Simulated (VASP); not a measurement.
# MgO: the band gap up a ladder of functionals, part 2 of 2

How far up the ladder of functionals must one climb to get the gap of MgO right? LASPH is on for some levels and off for others; the table marks which. The start is a cell from a database of measured crystal structures.

VASP 6.6.1, plane waves and PAW; the level of theory is named at each step.

So far, least gap on mesh and path (eV): step 2 (bands, level LDA) 4.68; step 4 (bands, level PBE) 4.73; step 5 (bands, level r2SCAN) 5.60; step 6 (bands, level TB-mBJ) 6.77; step 7 (bands, level LAK) 5.88.

### Step 9. Bands with HSE06

This step: HSE06; plane waves and PAW (Mg, O) (VASP 6.6.1).

HSE06 mixes in a quarter of exact exchange at short range, at far higher cost; in semiconductors this cures much of the gap error, while metals seldom gain.

INCAR

```
SYSTEM = MgO
PREC = Accurate
ENCUT = 520
EDIFF = 1E-06
NELM = 100
ISMEAR = 0
SIGMA = 0.02
LREAL = .FALSE.
ALGO = Normal
LHFCALC = .TRUE.
AEXX = 0.25
GGA = PE
HFSCREEN = 0.2
LASPH = .TRUE.
NBANDS = 10
PRECFOCK = Fast
LORBIT = 11
LWAVE = .FALSE.
LCHARG = .FALSE.
KPAR = 4
```

POSCAR

```
MgO
1.0
    0.0000000000      2.1060700000      2.1060700000
    2.1060700000      0.0000000000      2.1060700000
    2.1060700000      2.1060700000      0.0000000000
Mg O
1 1
Direct
    0.0000000000      0.0000000000      0.0000000000
    0.5000000000      0.5000000000      0.5000000000
```

KPOINTS

```
Automatic mesh
0
Gamma
6 6 6
0 0 0
```

KPOINTS_OPT

```
Line mode
6
Line-mode
Reciprocal
  0.00000000   0.00000000   0.00000000 GAMMA
  0.50000000   0.00000000   0.50000000 X

  0.50000000   0.00000000   0.50000000 X
  0.50000000   0.25000000   0.75000000 W

  0.50000000   0.25000000   0.75000000 W
  0.37500000   0.37500000   0.75000000 K

  0.37500000   0.37500000   0.75000000 K
  0.00000000   0.00000000   0.00000000 GAMMA

  0.00000000   0.00000000   0.00000000 GAMMA
  0.50000000   0.50000000   0.50000000 L

  0.50000000   0.50000000   0.50000000 L
  0.62500000   0.25000000   0.62500000 U

  0.62500000   0.25000000   0.62500000 U
  0.50000000   0.25000000   0.75000000 W

  0.50000000   0.25000000   0.75000000 W
  0.50000000   0.50000000   0.50000000 L

  0.50000000   0.50000000   0.50000000 L
  0.37500000   0.37500000   0.75000000 K

  0.62500000   0.25000000   0.62500000 U
  0.50000000   0.00000000   0.50000000 X
```

The projector-augmented-wave data sets are Mg and O (PBE family, release 64).

The WAVECAR or CHGCAR of an earlier step is read.

Run with:

```sh
> mpirun -np 4 vasp_std
```

Wall time 4.1 min (4 MPI ranks of AMD EPYC 7R43, shared host); peak memory 0.84 GiB.

Electronic bands along the path, in eV, zero at the valence-band top; v1 is the highest filled band, c1 the lowest empty one:

```
          point     v3     v2     v1     c1     c2
              Γ   0.00   0.00   0.00   6.46  17.78
0.40 of the way  -2.11  -0.57  -0.57   9.06  13.90
              X  -4.39  -1.47  -1.47  10.87  11.87
0.60 of the way  -3.92  -2.26  -1.75  12.19  13.16
              W  -3.17  -3.17  -1.90  13.68  13.68
0.60 of the way  -3.65  -2.89  -1.47  12.37  13.91
              K  -3.75  -2.90  -1.25  11.95  13.81
0.40 of the way  -3.56  -1.78  -0.60  10.94  13.77
              Γ   0.00   0.00   0.00   6.46  17.78
0.60 of the way  -3.50  -0.48  -0.48   9.32  14.41
              L  -4.93  -0.71  -0.71   9.69  14.89
0.60 of the way  -4.23  -2.22  -0.99  11.55  14.37
              U  -3.75  -2.90  -1.25  11.95  13.81
0.40 of the way  -3.65  -2.89  -1.47  12.37  13.91
              W  -3.17  -3.17  -1.90  13.68  13.68
0.40 of the way  -4.02  -2.43  -1.24  12.15  14.18
              L  -4.93  -0.71  -0.71   9.69  14.89
0.60 of the way  -4.23  -2.22  -0.99  11.55  14.37
              K  -3.75  -2.90  -1.25  11.95  13.81
      jump to U  -3.75  -2.90  -1.25  11.95  13.81
0.40 of the way  -4.15  -2.12  -1.39  11.43  12.66
              X  -4.39  -1.47  -1.47  10.87  11.87
```

Of the projections kept (Mg, O), the largest for each band there; the rest of the weight can lie on other orbitals:

```
point      v3      v2      v1       c1       c2
    Γ  O 0.98  O 0.98  O 0.98  Mg 0.50  Mg 1.00
    X  O 0.85  O 0.93  O 0.93  Mg 1.00  Mg 0.90
    W  O 0.88  O 0.88  O 0.90   O 0.66   O 0.66
    K  O 0.86  O 0.87  O 0.94  Mg 0.71  Mg 0.69
    Γ  O 0.98  O 0.98  O 0.98  Mg 0.50  Mg 1.00
    L  O 0.79  O 0.96  O 0.96  Mg 0.63   O 0.70
```

The gap is 6.46 eV, direct at Γ. Against LDA that is +1.78 eV; this run took 24 times the core time, on fewer points of the path. The gap lies -1.37 eV from the measured 7.83 eV.

### Step 10. Bands with PBE0

This step: PBE0; plane waves and PAW (Mg, O) (VASP 6.6.1).

PBE0 keeps a quarter of exact exchange at all ranges; it tends to overshoot small gaps.

Edit INCAR of step 9 so:

```diff
@@ -12,3 +12,2 @@
 GGA = PE
-HFSCREEN = 0.2
 LASPH = .TRUE.
@@ -16,2 +15,3 @@
 PRECFOCK = Fast
+HFRCUT = -1
 LORBIT = 11
```

POSCAR is that of step 9.

KPOINTS is that of step 9.

KPOINTS_OPT is that of step 9.

Run with:

```sh
> mpirun -np 4 vasp_std
```

The job ended after 3.8 min (4 MPI ranks; peak memory 0.49 GiB).

Electronic bands along the path, in eV, zero at the valence-band top; v1 is the highest filled band, c1 the lowest empty one:

```
          point     v3     v2     v1     c1     c2
              Γ   0.00   0.00   0.00   7.18  18.53
0.40 of the way  -2.13  -0.58  -0.58   9.80  14.64
              X  -4.41  -1.48  -1.48  11.61  12.62
0.60 of the way  -3.95  -2.27  -1.77  12.93  13.92
              W  -3.19  -3.19  -1.91  14.43  14.43
0.60 of the way  -3.68  -2.91  -1.48  13.11  14.67
              K  -3.77  -2.92  -1.26  12.69  14.57
0.40 of the way  -3.58  -1.79  -0.60  11.69  14.52
              Γ   0.00   0.00   0.00   7.18  18.53
0.60 of the way  -3.52  -0.49  -0.49  10.06  15.16
              L  -4.96  -0.72  -0.72  10.42  15.64
0.60 of the way  -4.26  -2.23  -1.00  12.30  15.13
              U  -3.77  -2.92  -1.26  12.69  14.57
0.40 of the way  -3.68  -2.91  -1.48  13.11  14.67
              W  -3.19  -3.19  -1.91  14.43  14.43
0.40 of the way  -4.04  -2.45  -1.25  12.90  14.93
              L  -4.96  -0.72  -0.72  10.42  15.64
0.60 of the way  -4.26  -2.23  -1.00  12.30  15.13
              K  -3.77  -2.92  -1.26  12.69  14.57
      jump to U  -3.77  -2.92  -1.26  12.69  14.57
0.40 of the way  -4.18  -2.13  -1.40  12.17  13.42
              X  -4.41  -1.48  -1.48  11.61  12.62
```

Of the projections kept (Mg, O), the largest for each band there; the rest of the weight can lie on other orbitals:

(Unchanged from step 9.)

The gap is 7.18 eV, direct at Γ. Against LDA that is +2.51 eV; this run took 23 times the core time, on fewer points of the path. The gap lies -0.65 eV from the measured 7.83 eV.

### Step 11. Bands with B3LYP

This step: B3LYP; plane waves and PAW (Mg, O) (VASP 6.6.1).

B3LYP, with a fifth of exact exchange, was fitted to molecules.

Edit INCAR of step 10 so:

```diff
@@ -10,4 +10,7 @@
 LHFCALC = .TRUE.
-AEXX = 0.25
-GGA = PE
+AEXX = 0.2
+GGA = B3
+AGGAX = 0.72
+AGGAC = 0.81
+ALDAC = 0.19
 LASPH = .TRUE.
```

POSCAR is that of step 10.

KPOINTS is that of step 10.

KPOINTS_OPT is that of step 10.

Run with:

```sh
> mpirun -np 4 vasp_std
```

Run time: 3.6 min. Hardware: 4 MPI ranks; peak memory 0.46 GiB.

Electronic bands along the path, in eV, zero at the valence-band top; v1 is the highest filled band, c1 the lowest empty one:

```
          point     v3     v2     v1     c1     c2
              Γ   0.00   0.00   0.00   6.97  18.16
0.40 of the way  -2.04  -0.56  -0.56   9.50  14.46
              X  -4.24  -1.43  -1.43  11.47  12.16
0.60 of the way  -3.80  -2.19  -1.71  12.74  13.42
              W  -3.07  -3.07  -1.86  14.16  14.16
0.60 of the way  -3.53  -2.80  -1.43  12.88  14.17
              K  -3.63  -2.82  -1.22  12.46  14.09
0.40 of the way  -3.46  -1.72  -0.58  11.38  14.28
              Γ   0.00   0.00   0.00   6.97  18.16
0.60 of the way  -3.40  -0.47  -0.47   9.82  14.86
              L  -4.80  -0.70  -0.70  10.25  15.21
0.60 of the way  -4.11  -2.15  -0.97  12.06  14.75
              U  -3.63  -2.82  -1.22  12.46  14.09
0.40 of the way  -3.53  -2.80  -1.43  12.88  14.17
              W  -3.07  -3.07  -1.86  14.16  14.16
0.40 of the way  -3.90  -2.35  -1.21  12.65  14.60
              L  -4.80  -0.70  -0.70  10.25  15.21
0.60 of the way  -4.11  -2.15  -0.97  12.06  14.75
              K  -3.63  -2.82  -1.22  12.46  14.09
      jump to U  -3.63  -2.82  -1.22  12.46  14.09
0.40 of the way  -4.02  -2.06  -1.35  11.98  12.96
              X  -4.24  -1.43  -1.43  11.47  12.16
```

Of the projections kept (Mg, O), the largest for each band there; the rest of the weight can lie on other orbitals:

```
point      v3      v2      v1       c1       c2
    Γ  O 0.98  O 0.98  O 0.98  Mg 0.50  Mg 1.00
    X  O 0.85  O 0.93  O 0.93  Mg 1.00  Mg 0.90
    W  O 0.88  O 0.88  O 0.90   O 0.65   O 0.65
    K  O 0.86  O 0.87  O 0.94  Mg 0.74  Mg 0.68
    Γ  O 0.98  O 0.98  O 0.98  Mg 0.50  Mg 1.00
    L  O 0.80  O 0.96  O 0.96  Mg 0.63   O 0.69
```

The gap is 6.97 eV, direct at Γ. Against LDA that is +2.30 eV; this run took 22 times the core time, on fewer points of the path. The gap lies -0.86 eV from the measured 7.83 eV.

### Step 12. Bands with r2SCANh

This step: r2SCANh; plane waves and PAW (Mg, O) (VASP 6.6.1).

r2SCANh replaces a tenth of the r2SCAN exchange by exact exchange.

Edit INCAR of step 11 so:

```diff
@@ -10,7 +10,4 @@
 LHFCALC = .TRUE.
-AEXX = 0.2
-GGA = B3
-AGGAX = 0.72
-AGGAC = 0.81
-ALDAC = 0.19
+AEXX = 0.1
+METAGGA = R2SCAN
 LASPH = .TRUE.
```

POSCAR is that of step 11.

KPOINTS is that of step 11.

KPOINTS_OPT is that of step 11.

Run with:

```sh
> mpirun -np 4 vasp_std
```

Wall time 4.1 min (4 MPI ranks); peak memory 0.49 GiB.

The electronic bands at the labelled points (eV, zero at the valence-band top; v1 is the highest filled band, c1 the lowest empty one):

```
          point     v3     v2     v1     c1     c2
              Γ   0.00   0.00   0.00   6.46  17.78
0.40 of the way  -2.04  -0.55  -0.55   9.02  13.93
              X  -4.23  -1.42  -1.42  10.90  11.97
0.60 of the way  -3.78  -2.18  -1.69  12.19  13.25
              W  -3.06  -3.06  -1.83  13.66  13.66
0.60 of the way  -3.52  -2.78  -1.42  12.37  13.98
              K  -3.61  -2.79  -1.21  11.96  13.88
0.40 of the way  -3.43  -1.72  -0.58  10.89  13.77
              Γ   0.00   0.00   0.00   6.46  17.78
0.60 of the way  -3.37  -0.47  -0.47   9.30  14.41
              L  -4.75  -0.70  -0.70   9.68  14.85
0.60 of the way  -4.07  -2.14  -0.97  11.53  14.35
              U  -3.61  -2.79  -1.21  11.96  13.88
0.40 of the way  -3.52  -2.78  -1.42  12.37  13.98
              W  -3.06  -3.06  -1.83  13.66  13.66
0.40 of the way  -3.87  -2.35  -1.20  12.13  14.15
              L  -4.75  -0.70  -0.70   9.68  14.85
0.60 of the way  -4.07  -2.14  -0.97  11.53  14.35
              K  -3.61  -2.79  -1.21  11.96  13.88
      jump to U  -3.61  -2.79  -1.21  11.96  13.88
0.40 of the way  -4.00  -2.04  -1.34  11.45  12.75
              X  -4.23  -1.42  -1.42  10.90  11.97
```

Of the projections kept (Mg, O), the largest for each band there; the rest of the weight can lie on other orbitals:

```
point      v3      v2      v1       c1       c2
    Γ  O 0.98  O 0.98  O 0.98  Mg 0.50  Mg 1.00
    X  O 0.85  O 0.93  O 0.93  Mg 1.00  Mg 0.90
    W  O 0.88  O 0.88  O 0.90   O 0.66   O 0.66
    K  O 0.87  O 0.87  O 0.94  Mg 0.69  Mg 0.69
    Γ  O 0.98  O 0.98  O 0.98  Mg 0.50  Mg 1.00
    L  O 0.80  O 0.96  O 0.96  Mg 0.63   O 0.71
```

The gap is 6.46 eV, direct at Γ. Against LDA that is +1.79 eV; this run took 24 times the core time, on fewer points of the path. The gap lies -1.37 eV from the measured 7.83 eV.

### Step 13. Dielectric constant for the exchange share

This step: PBE; plane waves and PAW (Mg, O) (VASP 6.6.1).

The share of exact exchange of the next level is the inverse of the dielectric constant, which this PBE response run supplies.

INCAR

```
SYSTEM = MgO
PREC = Accurate
ENCUT = 520
EDIFF = 1E-08
NELM = 100
ISMEAR = 0
SIGMA = 0.01
LREAL = .FALSE.
ALGO = Normal
GGA = PE
NBANDS = 10
LORBIT = 11
LWAVE = .FALSE.
LCHARG = .FALSE.
KPAR = 4
LEPSILON = .TRUE.
```

POSCAR is that of step 12.

KPOINTS

```
Automatic mesh
0
Gamma
17 17 17
0 0 0
```

Run with:

```sh
> mpirun -np 4 vasp_std
```

The job ended after 2.2 min (4 MPI ranks; peak memory 1.3 GiB).

Energies printed during the response cycles are not total energies of the cell. At this level the cell is under a pressure of 4.0 GPa, so at these settings it is away from equilibrium.

This step gave:

* irreducible k-points: 165
* Fermi energy: 3.332 eV
* pressure: 3.950 GPa
* gap on the k-mesh: 4.726 eV
* least direct gap on the k-mesh: 4.726 eV

Electronic dielectric tensor with local fields:

```
3.13 0.00 0.00
0.00 3.13 0.00
0.00 0.00 3.13
```

Born effective charge (e), principal values of the symmetric part by kind of site:

```
atom  atoms with these values    low  middle   high   mean
 Mg1                        1   1.97    1.97   1.97   1.97
  O2                        1  -1.97   -1.97  -1.97  -1.97
```

In full for Mg1:

```
1.97 0.00 0.00
0.00 1.97 0.00
0.00 0.00 1.97
```

The Born charges sum to zero; the printed set may have that rule imposed, so this is no test. The mean Born charge of O, -1.97 e, lies near its nominal -2, though a dynamic charge doesn't by itself measure how ionic a bond is.

### Step 14. Bands with PBE-EpsX, ε∞ used 3.129

This step: PBE-EpsX, exact-exchange share 1/3.129; plane waves and PAW (Mg, O) (VASP 6.6.1).

Here the share of exact exchange is set to the inverse of the computed dielectric constant, since screening weakens exchange. A prediction first. If the gap is linear in the share of exact exchange, PBE (4.73 eV at 0) and PBE0 (7.18 eV at 0.250) give a slope of 9.83 eV per unit share, so a share of 0.320 should give 7.87 eV.

INCAR

```
SYSTEM = MgO
PREC = Accurate
ENCUT = 520
EDIFF = 1E-06
NELM = 100
ISMEAR = 0
SIGMA = 0.02
LREAL = .FALSE.
ALGO = Normal
LHFCALC = .TRUE.
AEXX = 0.32
GGA = PE
LASPH = .TRUE.
NBANDS = 10
PRECFOCK = Fast
HFRCUT = -1
LORBIT = 11
LWAVE = .FALSE.
LCHARG = .FALSE.
KPAR = 4
```

POSCAR is that of step 13.

KPOINTS

```
Automatic mesh
0
Gamma
6 6 6
0 0 0
```

KPOINTS_OPT is that of step 12.

Run with:

```sh
> mpirun -np 4 vasp_std
```

It took 4.5 min on 4 MPI ranks; peak memory 0.49 GiB.

The electronic bands at the labelled points (eV, zero at the valence-band top; v1 is the highest filled band, c1 the lowest empty one):

```
          point     v3     v2     v1     c1     c2
              Γ   0.00   0.00   0.00   7.89  19.31
0.40 of the way  -2.16  -0.59  -0.59  10.54  15.38
              X  -4.50  -1.51  -1.51  12.32  13.38
0.60 of the way  -4.02  -2.32  -1.80  13.67  14.69
              W  -3.25  -3.25  -1.95  15.22  15.22
0.60 of the way  -3.75  -2.96  -1.51  13.86  15.46
              K  -3.85  -2.97  -1.29  13.42  15.37
0.40 of the way  -3.64  -1.83  -0.62  12.45  15.29
              Γ   0.00   0.00   0.00   7.89  19.31
0.60 of the way  -3.58  -0.50  -0.50  10.80  15.96
              L  -5.05  -0.74  -0.74  11.14  16.50
0.60 of the way  -4.33  -2.28  -1.03  13.04  15.95
              U  -3.85  -2.97  -1.29  13.42  15.37
0.40 of the way  -3.75  -2.96  -1.51  13.86  15.46
              W  -3.25  -3.25  -1.95  15.22  15.22
0.40 of the way  -4.12  -2.49  -1.27  13.66  15.74
              L  -5.05  -0.74  -0.74  11.14  16.50
0.60 of the way  -4.33  -2.28  -1.03  13.04  15.95
              K  -3.85  -2.97  -1.29  13.42  15.37
      jump to U  -3.85  -2.97  -1.29  13.42  15.37
0.40 of the way  -4.26  -2.17  -1.43  12.89  14.18
              X  -4.50  -1.51  -1.51  12.32  13.38
```

Of the projections kept (Mg, O), the largest for each band there; the rest of the weight can lie on other orbitals:

```
point      v3      v2      v1       c1       c2
    Γ  O 0.98  O 0.98  O 0.98  Mg 0.50  Mg 1.00
    X  O 0.85  O 0.93  O 0.93  Mg 1.00  Mg 0.91
    W  O 0.88  O 0.88  O 0.90   O 0.66   O 0.66
    K  O 0.86  O 0.87  O 0.94  Mg 0.71  Mg 0.70
    Γ  O 0.98  O 0.98  O 0.98  Mg 0.50  Mg 1.00
    L  O 0.80  O 0.96  O 0.96  Mg 0.63   O 0.70
```

The gap is 7.89 eV, direct at Γ. Against LDA that is +3.21 eV; this run took 27 times the core time, on fewer points of the path. The gap lies +0.06 eV from the measured 7.83 eV. The straight line predicted 7.87 eV, which is -0.02 eV off.

### Step 15. The ladder as a table

This step: ladder of functionals on one cell; plane waves and PAW (VASP 6.6.1).

No new run; the numbers come from the runs before.

A gap of 0 means none; cost is the wall time of each run, as given at its step, times its ranks, without the set-up around it; LASPH differs between rows, which moves results and costs too. Results by level, by row:

```
   level  gap (eV)  least direct gap (eV)  pressure (GPa)  cost (core minutes)  LASPH
     LDA     4.676                  4.676            -5.9                0.667    off
  PBEsol     4.633                  4.633           -0.29                 0.68    off
     PBE     4.725                  4.725            3.93                0.693    off
  r2SCAN     5.603                  5.603           -2.06                 2.93     on
  TB-mBJ     6.765                  6.765               -                 2.07     on
     LAK     5.879                  5.879           -1.03                  3.8     on
   HSE06      6.46                   6.46               -                 16.2     on
    PBE0     7.184                  7.184               -                 15.3     on
   B3LYP     6.974                  6.975               -                 14.6     on
 r2SCANh     6.464                  6.464               -                 16.3     on
PBE-EpsX     7.891                  7.891               -                 18.1     on
```

### Step 16. What came out

| Quantity | Value |
| --- | --- |
| gap, LDA | 4.68 eV |
| gap, PBEsol | 4.63 eV |
| gap, PBE | 4.73 eV |
| gap, r2SCAN | 5.60 eV |
| gap, TB-mBJ | 6.77 eV |
| gap, LAK | 5.88 eV |
| gap, HSE06 | 6.46 eV |
| gap, PBE0 | 7.18 eV |
| gap, B3LYP | 6.97 eV |
| gap, r2SCANh | 6.46 eV |
| gap, PBE-EpsX | 7.89 eV |

For MgO the functional decides between a gap of 4.63 eV (PBEsol) and 7.89 eV (PBE-EpsX), while across these levels the cost spans a factor of 27. The cheapest level whose gap lies within 0.55 eV of experiment (a bound picked here) is PBE-EpsX, at 18 core minutes. In most such crystals zero-point and thermal motion narrow the gap, so the static value to match lies above the measured one, and levels a little over it fare better than the table shows. HSE06 moves the gap by +1.73 eV from PBE, at about 23 times the core time, though on fewer points of the path. On r2SCAN the gap grows with the share of exact exchange: 5.60 eV at none, 6.46 eV at 0.10. PBE0 and HSE06 hold the same share of exact exchange; keeping its long-range part moves the gap by +0.72 eV, a figure that converges slowly with the mesh. TB-mBJ lands +0.31 eV from HSE06 at 13 % of its cost. All levels use one geometry and one mesh, kept coarse to afford the hybrids, so no gap here is fully converged. Costs come from a shared host, and the hybrids use PRECFOCK = Fast. These are single-particle gaps of a static lattice, without excitons or temperature. LASPH is on for some levels and off for others, so differences between them are not the functional's alone.

Comparison with the measured values:

| quantity | measured | PBEsol | PBE | r2SCAN | TB-mBJ | HSE06 | PBE0 | PBE-EpsX |
| --- | --- | --- | --- | --- | --- | --- | --- | --- |
| band gap (least gap) (eV) | 7.83 | 4.63 (-3.20 eV) | 4.73 (-3.10 eV) | 5.60 (-2.23 eV) | 6.77 (-1.06 eV) | 6.46 (-1.37 eV) | 7.18 (-0.65 eV) | 7.89 (+0.06 eV) |

Measured values from arxiv:0908.1581 (2009).

Verdict: For the band gap, of the levels listed nearest comes PBE-EpsX (+0.06 eV, good agreement) and farthest PBEsol (-3.20 eV, a clear miss). Zero-point and thermal motion shift the measured gap. No cell relaxation is part of this session.

[Lines on the potential files, build, host, timing and source positions are cut from VASP's logs without a mark.]

[Logs are printed without paths, hosts, clocks, repeated set-up lines and the standing remarks that a program may print on its own settings, such as how far it seeks lower states.]

[Hosts, paths, dates, database ids (printed as entryN), source tags and the programs' standing remarks are cut or masked in the printed files.]

[A measured line is paired with the nearest computed mode of its activity, which favours agreement.]
